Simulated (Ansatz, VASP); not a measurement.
# RuC4 in VASP and in Ansatz

```
CELL_PARAMETERS angstrom
3.89956 0.00000 0.00000
-1.94978 3.37712 0.00000
0.00000 0.00000 3.87877
ATOMIC_POSITIONS crystal
Ru 0.00000 0.00000 0.50000
C 0.50000 0.00000 0.00000
C 0.00000 0.50000 0.00000
C 0.50000 0.50000 0.00000
C 0.00000 0.00000 0.00000
```

Alike in both runs: functional PBE; k mesh 6 × 6 × 4; occupations gaussian, width 0.1 eV; no spin polarisation.

Ansatz relaxed the structure, and its values are those at the end. VASP's run is a single point on that final structure, the one shown.

```csv
,VASP,Ansatz
version,VASP 6.6.1,Ansatz 0.2.0
potentials or method,"VASP PAW PBE potentials, release 64 (Ru_pv, C)","scalar-relativistic, plane waves, PAW"
plane-wave cutoff (eV),520,420
valence electrons in the cell,30,32
```

|  | VASP | Ansatz | Ansatz less VASP |
| --- | --- | --- | --- |
| gap on the k mesh at the Fermi level (eV) | none | none | - |
| pressure (GPa) | -0.1 | -0.1 | 0.00 |

A gap of «none» marks a metal or a gap that the smearing closes. The two sets of potentials don't hold the same shells in valence.

Caveats: the k mesh is coarse (spacing up to 0.40 Å⁻¹), so the values aren't converged.
